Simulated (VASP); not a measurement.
Output of a VASP run:

**OSZICAR**
```
...
       N       E                     dE             d eps       ncg     rms          rms(c)
DAV:   1    -0.247691270198E+03   -0.77232E-03   -0.89436E-02   344   0.561E-01    0.129E-01
RMM:   2    -0.247691765645E+03   -0.49545E-03   -0.67177E-03   320   0.149E-01    0.479E-02
RMM:   3    -0.247691868271E+03   -0.10263E-03   -0.11185E-03   344   0.601E-02    0.379E-02
RMM:   4    -0.247691860097E+03    0.81741E-05   -0.13552E-04   321   0.228E-02    0.169E-02
RMM:   5    -0.247691864093E+03   -0.39963E-05   -0.49696E-05   253   0.125E-02
  12 F= -.24769186E+03 E0= -.24767684E+03  d E =-.171732E-01
       N       E                     dE             d eps       ncg     rms          rms(c)
DAV:   1    -0.247694846197E+03   -0.29861E-02   -0.55842E-01   320   0.133E+00    0.311E-01
RMM:   2    -0.247697695957E+03   -0.28498E-02   -0.35269E-02   320   0.331E-01    0.123E-01
RMM:   3    -0.247698234444E+03   -0.53849E-03   -0.54220E-03   339   0.133E-01    0.109E-01
RMM:   4    -0.247698201868E+03    0.32575E-04   -0.73800E-04   321   0.519E-02    0.564E-02
RMM:   5    -0.247698226289E+03   -0.24421E-04   -0.29037E-04   322   0.287E-02    0.152E-02
RMM:   6    -0.247698217443E+03    0.88463E-05   -0.55106E-05   265   0.135E-02
  13 F= -.24769822E+03 E0= -.24768250E+03  d E =-.635335E-02
       N       E                     dE             d eps       ncg     rms          rms(c)
DAV:   1    -0.247698224660E+03    0.16286E-05   -0.70066E-04   360   0.486E-02    0.134E-02
RMM:   2    -0.247698230736E+03   -0.60754E-05   -0.67683E-05   289   0.154E-02    0.522E-03
RMM:   3    -0.247698231309E+03   -0.57345E-06   -0.90119E-06   185   0.611E-03    0.447E-03
RMM:   4    -0.247698231196E+03    0.11305E-06   -0.11701E-06   116   0.237E-03
  14 F= -.24769823E+03 E0= -.24768249E+03  d E =-.636710E-02
       N       E                     dE             d eps       ncg     rms          rms(c)
DAV:   1    -0.247699289468E+03   -0.10582E-02   -0.11113E-01   328   0.578E-01    0.157E-01
RMM:   2    -0.247699811822E+03   -0.52235E-03   -0.66017E-03   320   0.141E-01    0.554E-02
RMM:   3    -0.247699911090E+03   -0.99267E-04   -0.10322E-03   341   0.563E-02    0.487E-02
RMM:   4    -0.247699905566E+03    0.55235E-05   -0.13082E-04   318   0.217E-02    0.222E-02
RMM:   5    -0.247699908063E+03   -0.24974E-05   -0.43882E-05   246   0.119E-02
  15 F= -.24769991E+03 E0= -.24768482E+03  d E =-.167687E-02
       N       E                     dE             d eps       ncg     rms          rms(c)
DAV:   1    -0.247699921036E+03   -0.15469E-04   -0.16431E-03   368   0.708E-02    0.211E-02
RMM:   2    -0.247699930668E+03   -0.96328E-05   -0.11776E-04   309   0.189E-02    0.681E-03
RMM:   3    -0.247699932813E+03   -0.21447E-05   -0.19335E-05   191   0.789E-03    0.565E-03
RMM:   4    -0.247699933032E+03   -0.21896E-06   -0.27385E-06   140   0.307E-03
  16 F= -.24769993E+03 E0= -.24768494E+03  d E =-.170184E-02
       N       E                     dE             d eps       ncg     rms          rms(c)
DAV:   1    -0.247700321843E+03   -0.38903E-03   -0.83363E-02   320   0.507E-01    0.123E-01
RMM:   2    -0.247700701815E+03   -0.37997E-03   -0.46907E-03   320   0.118E-01    0.531E-02
RMM:   3    -0.247700779638E+03   -0.77822E-04   -0.75957E-04   343   0.482E-02    0.488E-02
RMM:   4    -0.247700777711E+03    0.19263E-05   -0.99484E-05   304   0.189E-02
  17 F= -.24770078E+03 E0= -.24768650E+03  d E =-.844679E-03
```

File OUTCAR:
```
------------------------ aborting loop because EDIFF is reached ----------------------------------------
  FORCE on cell =-STRESS in cart. coord.  units (eV):
  Direction    XX          YY          ZZ          XY          YZ          ZX
  --------------------------------------------------------------------------------------
  Total       18.0636269     18.0796181     18.0936692     -0.9586731     -0.9450332     -0.9512055
  in kB       18.9194336     18.9361824     18.9508993     -1.0040925     -0.9898063     -0.9962711
  external PRESSURE =      18.9355051 kB  Pullay stress =       0.0000000 kB
  volume of cell :     1529.70
      direct lattice vectors                 reciprocal lattice vectors
    11.522210422  0.000000000  0.000000000     0.086788903  0.000000000  0.000000000
     0.000000000 11.522210422  0.000000000     0.000000000  0.086788903  0.000000000
     0.000000000  0.000000000 11.522210422     0.000000000  0.000000000  0.086788903
  FREE ENERGIE OF THE ION-ELECTRON SYSTEM (eV)
  ---------------------------------------------------
  free  energy   TOTEN  =      -247.7007777114 eV

  energy  without entropy=     -247.6722192268  energy(sigma->0) =     -247.68649847

 reached required accuracy - stopping structural energy minimisation
```
(Selected blocks of OUTCAR.)

POSCAR:
```
Ga31As31Te
1
   11.5222104216     0.0000000000     0.0000000000
    0.0000000000    11.5222104216    -0.0000000000
   -0.0000000000    -0.0000000000    11.5222104216
Ga As Te
31 31 1
Direct
  0.5000000000   0.0000000000   0.0000000000
  0.7500000000   0.2500000000   0.0000000000
  0.7500000000   0.0000000000   0.2500000000
  0.0000000000   0.0000000000   0.0000000000
  0.2500000000   0.2500000000   0.0000000000
  0.5000000000   0.5000000000   0.0000000000
  0.7500000000   0.7500000000   0.0000000000
  0.2500000000   0.0000000000   0.2500000000
  0.7500000000   0.5000000000   0.2500000000
  0.5000000000   0.0000000000   0.5000000000
  0.7500000000   0.2500000000   0.5000000000
  0.7500000000   0.0000000000   0.7500000000
  0.0000000000   0.5000000000   0.0000000000
  0.2500000000   0.7500000000   0.0000000000
  0.0000000000   0.2500000000   0.2500000000
  0.2500000000   0.5000000000   0.2500000000
  0.5000000000   0.7500000000   0.2500000000
  0.0000000000   0.0000000000   0.5000000000
  0.2500000000   0.2500000000   0.5000000000
  0.5000000000   0.5000000000   0.5000000000
  0.7500000000   0.7500000000   0.5000000000
  0.2500000000   0.0000000000   0.7500000000
  0.5000000000   0.2500000000   0.7500000000
  0.7500000000   0.5000000000   0.7500000000
  0.0000000000   0.7500000000   0.2500000000
  0.0000000000   0.5000000000   0.5000000000
  0.2500000000   0.7500000000   0.5000000000
  0.0000000000   0.2500000000   0.7500000000
  0.2500000000   0.5000000000   0.7500000000
  0.5000000000   0.7500000000   0.7500000000
  0.0000000000   0.7500000000   0.7500000000
  0.6260480000   0.1214450000   0.1260630000
  0.8750000000   0.3750000000   0.1250000000
  0.8750000000   0.1250000000   0.3750000000
  0.1250000000   0.1250000000   0.1250000000
  0.3777300000   0.3775350000   0.1240700000
  0.6250000000   0.6250000000   0.1250000000
  0.8750000000   0.8750000000   0.1250000000
  0.3785540000   0.1216630000   0.3719680000
  0.8750000000   0.6250000000   0.3750000000
  0.6250000000   0.1250000000   0.6250000000
  0.8750000000   0.3750000000   0.6250000000
  0.8750000000   0.1250000000   0.8750000000
  0.1250000000   0.6250000000   0.1250000000
  0.3750000000   0.8750000000   0.1250000000
  0.1250000000   0.3750000000   0.3750000000
  0.3750000000   0.6250000000   0.3750000000
  0.6250000000   0.8750000000   0.3750000000
  0.1250000000   0.1250000000   0.6250000000
  0.3750000000   0.3750000000   0.6250000000
  0.6250000000   0.6250000000   0.6250000000
  0.8750000000   0.8750000000   0.6250000000
  0.3750000000   0.1250000000   0.8750000000
  0.6250000000   0.3750000000   0.8750000000
  0.8750000000   0.6250000000   0.8750000000
  0.1250000000   0.8750000000   0.3750000000
  0.1250000000   0.6250000000   0.6250000000
  0.3750000000   0.8750000000   0.6250000000
  0.1250000000   0.3750000000   0.8750000000
  0.3750000000   0.6250000000   0.8750000000
  0.6250000000   0.8750000000   0.8750000000
  0.1250000000   0.8750000000   0.8750000000
  0.6275430000   0.3764600000   0.3769490000
```

**Question.** Reconstruct the remaining input files.

**Answer.** This is not unique; one that fits is the input of the run itself, PBE GGA, plane waves, VASP's PBE PAW potentials (set 64).

File KPOINTS:
```
Automatic mesh
0
Gamma
1 1 1
0 0 0
```

### INCAR
```
SYSTEM = Ga31As31Te
PREC = Normal
ENCUT = 400
EDIFF = 1E-5
NELM = 100
ALGO = Fast
LREAL = Auto
LASPH = .TRUE.
ISMEAR = 0
SIGMA = 0.05
GGA = PE
LMAXMIX = 4
LWAVE = .FALSE.
LCHARG = .FALSE.
NELMIN = 4
ISYM = 0
NELECT = 256.0
IBRION = 2
ISIF = 2
NSW = 70
EDIFFG = -0.03
```

POTCAR, in this order: Ga As Te (PBE.64 set). Program: vasp_gam.

The cell is charged, with a uniform compensating background. The supercell is sampled at Γ alone, which is coarse: total energies, pressure and levels can be off, energies of defects by several tenths of an eV.

The cell is a supercell with a defect, built from GaAs (zinc blende): Te_As-vac_Ga, charge -2. The run is not spin-polarised, so no state with unpaired spins was tried.
